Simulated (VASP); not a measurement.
Method: PBE GGA, VASP's PBE PAW potentials (set 64) (plane waves; VASP).

VASP input:

### INCAR
```
SYSTEM = CdSe
PREC = Accurate
ENCUT = 520
EDIFF = 1E-7
NELM = 100
ALGO = Normal
LREAL = .FALSE.
LASPH = .TRUE.
ISMEAR = 0
SIGMA = 0.05
GGA = PE
LMAXMIX = 4
LWAVE = .FALSE.
LCHARG = .FALSE.
ISIF = 4
IBRION = 2
NSW = 30
EDIFFG = -0.01
```

POSCAR:
```
CdSe
1
    2.1959866943    -3.8035602759     0.0000000000
    2.1959866943     3.8035602759     0.0000000000
    0.0000000000     0.0000000000     7.1627188688
Cd Se
2 2
Direct
  0.6666670000   0.3333330000   0.5000300930
  0.3333330000   0.6666670000   0.0000300930
  0.6666670000   0.3333330000   0.8759699070
  0.3333330000   0.6666670000   0.3759699070
```

KPOINTS:
```
Automatic mesh
0
Gamma
7 7 4
0 0 0
```

POTCAR, in this order: Cd Se (PBE.64 set). Program: vasp_std.

Output of the run:

OUTCAR:
```
 ion  position               nearest neighbor table
   1  0.667  0.333  0.500-   4 2.69   4 2.69   4 2.69   3 2.69
   2  0.333  0.667  0.000-   3 2.69   3 2.69   3 2.69   4 2.69
   3  0.667  0.333  0.876-   2 2.69   2 2.69   2 2.69   1 2.69
   4  0.333  0.667  0.376-   1 2.69   1 2.69   1 2.69   2 2.69
  LATTYP: Found a hexagonal cell.
 ALAT       =     4.3919731709
 C/A-ratio  =     1.6308658068
 Subroutine PRICEL returns:
 Original cell was already a primitive cell.
 Subroutine GETGRP returns: Found 12 space group operations
The static configuration has the point symmetry C_3v.
 The point group associated with its full space group is C_6v.
The dynamic configuration has the point symmetry C_3v.
 Subroutine INISYM returns: Found 12 space group operations
 Subroutine IBZKPT returns following result:
 Found     24 irreducible k-points:

 Following reciprocal coordinates:
            Coordinates               Weight
  0.000000  0.000000  0.000000      1.000000
  0.142857  0.000000  0.000000      6.000000
  0.285714  0.000000  0.000000      6.000000
  0.428571  0.000000  0.000000      6.000000
  0.142857  0.142857  0.000000      6.000000
  0.285714  0.142857  0.000000     12.000000
  0.428571  0.142857  0.000000      6.000000
  0.285714  0.285714  0.000000      6.000000
  0.000000  0.000000  0.250000      2.000000
  0.142857  0.000000  0.250000     12.000000
  0.285714  0.000000  0.250000     12.000000
  0.428571  0.000000  0.250000     12.000000
  0.142857  0.142857  0.250000     12.000000
  0.285714  0.142857  0.250000     24.000000
  0.428571  0.142857  0.250000     12.000000
  0.285714  0.285714  0.250000     12.000000
  0.000000  0.000000  0.500000      1.000000
  0.142857  0.000000  0.500000      6.000000
  0.285714  0.000000  0.500000      6.000000
  0.428571  0.000000  0.500000      6.000000
  0.142857  0.142857  0.500000      6.000000
  0.285714  0.142857  0.500000     12.000000
  0.428571  0.142857  0.500000      6.000000
  0.285714  0.285714  0.500000      6.000000
   k-points           NKPTS =     24   k-points in BZ     NKDIM =     24   number of bands    NBANDS=     22
   number of dos      NEDOS =    301   number of ions     NIONS =      4
   total plane-waves  NPLWV =  69984
   dimension x,y,z NGX =    36 NGY =   36 NGZ =   54
   dimension x,y,z NGXF=    72 NGYF=   72 NGZF=  108
   ions per type =               2   2
   PREC   = accura    normal or accurate (medium, high low for compatibility)
   ISTART =      0    job   : 0-new  1-cont  2-samecut
   ICHARG =      2    charge: 1-file 2-atom 10-const
   ISPIN  =      1    spin polarized calculation?
   LNONCOLLINEAR =      F non collinear calculations
   LSORBIT =      F    spin-orbit coupling
   INIWAV =      1    electr: 0-lowe 1-rand  2-diag
   ENCUT  =  520.0 eV  38.22 Ry    6.18 a.u.   8.17  8.17 13.32*2*pi/ulx,y,z
   NELM   =    100;   NELMIN=  2; NELMDL= -5     # of ELM steps
   EDIFF  = 0.1E-06   stopping-criterion for ELM
   LREAL  =      F    real-space projection
   NLSPLINE    = F    spline interpolate recip. space projectors
   LMAXMIX     =    4 max onsite mixed and CHGCAR
   VOSKOWN=      0    Vosko Wilk Nusair interpolation
   EDIFFG = -.1E-01   stopping-criterion for IOM
   NSW    =     30    number of steps for IOM
   NBLOCK =      1;   KBLOCK =     30    inner block; outer block
   IBRION =      2    ionic relax: 0-MD 1-quasi-New 2-CG
   NFREE  =      1    steps in history (QN), initial steepest desc. (CG)
   ISIF   =      4    stress and relaxation
   ISYM   =      2    0-nonsym 1-usesym 2-fastsym
   TEIN   =    0.0    initial temperature
   TEBEG  =    0.0;   TEEND  =   0.0 temperature during run
   SMASS  =  -3.00    Nose mass-parameter (am)
   PSTRESS=    0.0 pullay stress
...
```

OSZICAR:
```
       N       E                     dE             d eps       ncg     rms          rms(c)
DAV:   1     0.240652202743E+03    0.24065E+03   -0.17118E+04  1056   0.146E+03
DAV:   2     0.198837276097E+01   -0.23866E+03   -0.23429E+03  1170   0.345E+02
DAV:   3    -0.116401347695E+02   -0.13629E+02   -0.13575E+02  1272   0.814E+01
DAV:   4    -0.117648582382E+02   -0.12472E+00   -0.12467E+00  1170   0.768E+00
DAV:   5    -0.117659580835E+02   -0.10998E-02   -0.10998E-02  1278   0.667E-01    0.806E+00
DAV:   6    -0.110253682812E+02    0.74059E+00   -0.16974E+00  1242   0.124E+01    0.637E+00
DAV:   7    -0.109945300501E+02    0.30838E-01   -0.54834E-01  1182   0.407E+00    0.261E+00
DAV:   8    -0.109938713561E+02    0.65869E-03   -0.56455E-02  1098   0.261E+00    0.349E-01
DAV:   9    -0.109937312095E+02    0.14015E-03   -0.88638E-03  1200   0.117E+00    0.110E-01
DAV:  10    -0.109938921250E+02   -0.16092E-03   -0.93813E-04  1182   0.359E-01    0.766E-02
DAV:  11    -0.109940151566E+02   -0.12303E-03   -0.30727E-04  1152   0.119E-01    0.230E-02
DAV:  12    -0.109939867633E+02    0.28393E-04   -0.12309E-04  1232   0.112E-01    0.725E-03
DAV:  13    -0.109939903783E+02   -0.36150E-05   -0.19050E-05  1170   0.246E-02    0.870E-03
DAV:  14    -0.109939899490E+02    0.42926E-06   -0.12590E-06  1242   0.631E-03    0.415E-03
DAV:  15    -0.109939902489E+02   -0.29993E-06   -0.24199E-07  1016   0.251E-03    0.475E-04
DAV:  16    -0.109939902683E+02   -0.19324E-07   -0.38214E-08   762   0.108E-03
   1 F= -.10993990E+02 E0= -.10993990E+02  d E =-.109940E+02
```

File OUTCAR:
```
------------------------ aborting loop because EDIFF is reached ----------------------------------------
  FORCE on cell =-STRESS in cart. coord.  units (eV):
  Direction    XX          YY          ZZ          XY          YZ          ZX
  --------------------------------------------------------------------------------------
  Total        0.0008755      0.0008755      0.0225003      0.0000000     -0.0000000      0.0000000
  in kB        0.0117233      0.0117233      0.3012804      0.0000000     -0.0000000      0.0000000
  external PRESSURE =       0.1082423 kB  Pullay stress =       0.0000000 kB
  volume of cell :      119.65
      direct lattice vectors                 reciprocal lattice vectors
     2.195986694 -3.803560276  0.000000000     0.227688083 -0.131455785  0.000000000
     2.195986694  3.803560276  0.000000000     0.227688083  0.131455785  0.000000000
     0.000000000  0.000000000  7.162718869     0.000000000  0.000000000  0.139611790
  FREE ENERGIE OF THE ION-ELECTRON SYSTEM (eV)
  ---------------------------------------------------
  free  energy   TOTEN  =       -10.9939902683 eV

  energy  without entropy=      -10.9939902683  energy(sigma->0) =      -10.99399027

 reached required accuracy - stopping structural energy minimisation
```
(Selected blocks of OUTCAR.)

The compound is CdSe in the wurtzite structure. It was relaxed first, which changed the volume by +7 %.
